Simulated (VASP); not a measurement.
Output of a VASP run:

OSZICAR:
```
       N       E                     dE             d eps       ncg     rms          rms(c)
DAV:   1     0.715337802254E+02    0.71534E+02   -0.80381E+03  1222   0.140E+03
DAV:   2    -0.137688520571E+02   -0.85303E+02   -0.79851E+02  1242   0.246E+02
DAV:   3    -0.179505383893E+02   -0.41817E+01   -0.40032E+01  1606   0.607E+01
DAV:   4    -0.180364134644E+02   -0.85875E-01   -0.85669E-01  1385   0.828E+00
DAV:   5    -0.180389141149E+02   -0.25007E-02   -0.24998E-02  1665   0.150E+00    0.159E+01
DAV:   6    -0.233580956944E+02   -0.53192E+01   -0.53846E+01  1323   0.181E+02    0.263E+01
DAV:   7    -0.163481260788E+02    0.70100E+01   -0.15788E+01  1457   0.112E+02    0.462E+00
DAV:   8    -0.162314938140E+02    0.11663E+00   -0.24495E+00  1771   0.277E+01    0.273E+00
DAV:   9    -0.161964498075E+02    0.35044E-01   -0.32739E-01  1469   0.114E+01    0.747E-01
DAV:  10    -0.161934230917E+02    0.30267E-02   -0.15780E-02  1576   0.287E+00    0.298E-01
DAV:  11    -0.161940328759E+02   -0.60978E-03   -0.21520E-03  1362   0.358E-01    0.363E-02
DAV:  12    -0.161941016561E+02   -0.68780E-04   -0.72954E-05  1535   0.106E-01    0.252E-02
DAV:  13    -0.161941270986E+02   -0.25443E-04   -0.94360E-05  1332   0.147E-01    0.144E-02
DAV:  14    -0.161941270238E+02    0.74837E-07   -0.38395E-06  1658   0.351E-02    0.447E-03
DAV:  15    -0.161941274001E+02   -0.37630E-06   -0.69291E-07  1588   0.155E-02    0.445E-04
DAV:  16    -0.161941275272E+02   -0.12711E-06   -0.55544E-08   876   0.292E-03    0.400E-04
DAV:  17    -0.161941275226E+02    0.45900E-08   -0.18325E-08   801   0.302E-03
   1 F= -.16194128E+02 E0= -.16193736E+02  d E =-.117583E-02
```

**OUTCAR**
```
------------------------ aborting loop because EDIFF is reached ----------------------------------------
  FORCE on cell =-STRESS in cart. coord.  units (eV):
  Direction    XX          YY          ZZ          XY          YZ          ZX
  --------------------------------------------------------------------------------------
  Total       -1.1509417     -1.1509417     -1.1509417     -0.0000000     -0.0000000      0.0000000
  in kB      -43.4401508    -43.4401508    -43.4401508     -0.0000000     -0.0000000      0.0000000
  external PRESSURE =     -43.4401508 kB  Pullay stress =       0.0000000 kB
  volume of cell :       42.45
      direct lattice vectors                 reciprocal lattice vectors
     0.000000000  2.768731603  2.768731603    -0.180588107  0.180588107  0.180588107
     2.768731603  0.000000000  2.768731603     0.180588107 -0.180588107  0.180588107
     2.768731603  2.768731603  0.000000000     0.180588107  0.180588107 -0.180588107
 POSITION                                       TOTAL-FORCE (eV/Angst)
 -----------------------------------------------------------------------------------
      1.38437      1.38437      1.38437         0.000000      0.000000      0.000000
      4.15310      4.15310      4.15310        -0.000000     -0.000000     -0.000000
      0.00000      0.00000      0.00000        -0.000000     -0.000000     -0.000000
 -----------------------------------------------------------------------------------
    total drift:                                0.000000     -0.000000     -0.000000
  FREE ENERGIE OF THE ION-ELECTRON SYSTEM (eV)
  ---------------------------------------------------
  free  energy   TOTEN  =       -16.1941275226 eV

  energy  without entropy=      -16.1929516886  energy(sigma->0) =      -16.19373558
```
(Selected blocks of OUTCAR.)

### POSCAR
```
NiSi2
1
    0.0000000000     2.7687316033     2.7687316033
    2.7687316033     0.0000000000     2.7687316033
    2.7687316033     2.7687316033     0.0000000000
Si Ni
2 1
Direct
  0.2500000000   0.2500000000   0.2500000000
  0.7500000000   0.7500000000   0.7500000000
  0.0000000000   0.0000000000   0.0000000000
```

Problem. Write an INCAR and KPOINTS that could have produced this output.

Solution. This is not unique; one that fits is the input of the run itself, RPBE GGA, plane waves, VASP's PBE PAW potentials (set 64).

### INCAR
```
SYSTEM = NiSi2
PREC = Accurate; ENCUT = 520; LREAL = .False.
LASPH = .True.
EDIFF = 1E-7; NELM = 100; ALGO = Normal
LMAXMIX = 4
ISMEAR = 1; SIGMA = 0.1
GGA = RP
ISIF = 2
LWAVE = .False.; LCHARG = .False.
```

**KPOINTS**
```
Automatic mesh
0
Gamma
10 10 10
0 0 0
```

POTCAR, in this order: Si Ni (PBE.64 set). Program: vasp_std.

The compound is NiSi2 in the fluorite structure. This cell is one point of a volume scan, at 1.03 of the reference volume. The run is not spin-polarised, so no magnetic state was tried.
